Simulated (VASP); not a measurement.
## WB (relaxed from the CsCl type structure, space group Pm-3m): computed properties

The numbers are results of PBE GGA, VASP's PBE PAW potentials (set 64) (plane waves; VASP), not measurements.

```yaml
space_group: Pm-3m (221)
cell: a = b = c = 2.799 Å, α = β = γ = 90.00°
volume_per_atom: 10.96 Å³/atom
band gap (over mesh and band path): none (metal, semimetal or under 0.01 eV)
density: 14.74 g/cm³
```

```yaml
crystal:
  lattice:
    - [2.79886, 0.00000, 0.00000]
    - [0.00000, 2.79886, 0.00000]
    - [0.00000, 0.00000, 2.79886]
  atoms:
    - { symbol: W, position: [0.00000, 0.00000, 0.00000] }
    - { symbol: B, position: [0.50000, 0.50000, 0.50000] }
```

Unless said otherwise, spin-orbit coupling is left out, though it shifts the bands of the heavy elements here.

The structure was generated: WB was put into the CsCl type type (Pm-3m), which need not be its known phase. It was relaxed first, which changed the volume by -33 %. Symmetry was kept, so distortions that lower it aren't found. The electron count is odd and the run is not spin-polarised, which forces a metal.
